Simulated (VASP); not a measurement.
The input files of a VASP run:

**KPOINTS**
```
Automatic mesh
0
Gamma
13 13 13
0 0 0
```

**INCAR**
```
SYSTEM = C
PREC = Accurate; ENCUT = 620; LREAL = .FALSE.
LASPH = .TRUE.
EDIFF = 1E-6; NELM = 100; ALGO = Normal
LMIXTAU = .TRUE.
ISMEAR = 0; SIGMA = 0.05
METAGGA = R2SCAN
IBRION = 2; NSW = 40; ISIF = 3
EDIFFG = -0.02; PSTRESS = 300
LWAVE = .FALSE.; LCHARG = .FALSE.
```

POSCAR:
```
C
1.0
  0.0000000000   1.7455170280   1.7455170280
  1.7455170280   0.0000000000   1.7455170280
  1.7455170280   1.7455170280   0.0000000000
C
2
Cart
  0.0000000000   0.0000000000   0.0000000000
  0.8727585140   0.8727585140   0.8727585140
```

POTCAR, in this order: C (PBE.64 set). Program: vasp_std.

Task: Translate this r2SCAN calculation to Ansatz.

Result: One equivalent input (not run):
Ansatz 0.2 input:
```yaml
crystal:
  lattice:
    - [0.0000000, 1.7455170, 1.7455170]
    - [1.7455170, 0.0000000, 1.7455170]
    - [1.7455170, 1.7455170, 0.0000000]
  atoms:
    - { symbol: C, position: [0.0000000, 0.0000000, 0.0000000] }
    - { symbol: C, position: [0.2500000, 0.2500000, 0.2500000] }
kpoints:
  mp_grid: { grid: [13, 13, 13] }
hamiltonian:
  xc: r2scan
  pseudopotentials: { kind: paw }
scf:
  occupations: { method: gaussian, width: 0.05 }
  max_iter: 100
relax:
  max_steps: 40
  f_tol: 0.02
  cell: { p_target: 30 }
output: { forces: true, stress: true, eigenvalues: true }
```
The two are equivalent in intent, not identical: each code has its own PAW files, so the cut-off isn't converted (ENCUT is set for VASP's; basis.ecutwfc is left out, and Ansatz then takes the one that its files recommend); Ansatz stops its SCF on the density residual and VASP on the energy change (EDIFF).

The compound is C in the diamond structure. It was relaxed first under an external pressure of 30 GPa.
